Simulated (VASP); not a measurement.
Method: vdW-DF-cx, VASP's PBE PAW potentials (set 64) (plane waves; VASP).

A VASP calculation is set up with these files.

INCAR:
```
SYSTEM  =  Zr
PREC  =  Accurate; ENCUT  =  520; LREAL  =  .FALSE.
LASPH  =  .TRUE.
EDIFF  =  1E-6; NELM  =  100; ALGO  =  Normal
LMAXMIX  =  4
ISMEAR  =  1; SIGMA  =  0.1
GGA  =  CX; LUSE_VDW  =  .TRUE.; AGGAC  =  0.0
IBRION  =  2; NSW  =  60; ISIF  =  3
EDIFFG  =  -0.01
LWAVE  =  .FALSE.; LCHARG  =  .FALSE.
```

File KPOINTS:
```
Automatic mesh
0
Gamma
12 12 7
0 0 0
```

**POSCAR**
```
Zr
1
    1.5928995241    -2.7589828550    -0.0000000000
    1.5928995241     2.7589828550    -0.0000000000
    0.0000000000    -0.0000000000     5.1346949975
Zr
2
Direct
  0.3333330000   0.6666670000   0.2500000000
  0.6666670000   0.3333330000   0.7500000000
```

POTCAR, in this order: Zr_sv (PBE.64 set). Program: vasp_std.

What does the run give for the energy per atom (σ→0), band gap (on the k-mesh)?

- energy per atom (σ→0): -6.198 eV/atom
- band gap (on the k-mesh): none (metal, semimetal or under 0.01 eV)

OSZICAR:
```
...
DAV:   5    -0.130969935887E+02   -0.62679E-02   -0.62675E-02  3904   0.130E+00    0.157E+01
DAV:   6    -0.125064905720E+02    0.59050E+00   -0.91813E-01  2552   0.848E+00    0.635E+00
DAV:   7    -0.123900159807E+02    0.11647E+00   -0.60971E-01  3440   0.602E+00    0.111E+00
DAV:   8    -0.123952353003E+02   -0.52193E-02   -0.42056E-02  3184   0.180E+00    0.246E-01
DAV:   9    -0.123952672119E+02   -0.31912E-04   -0.13433E-03  3000   0.383E-01    0.406E-02
DAV:  10    -0.123952275019E+02    0.39710E-04   -0.33023E-05  3528   0.484E-02    0.217E-02
DAV:  11    -0.123952278206E+02   -0.31870E-06   -0.81469E-06  2688   0.366E-02
   1 F= -.12395228E+02 E0= -.12395353E+02  d E =-.123952E+02
```

The compound is Zr in the hcp structure. It was relaxed first. The start is the result of an earlier pass.
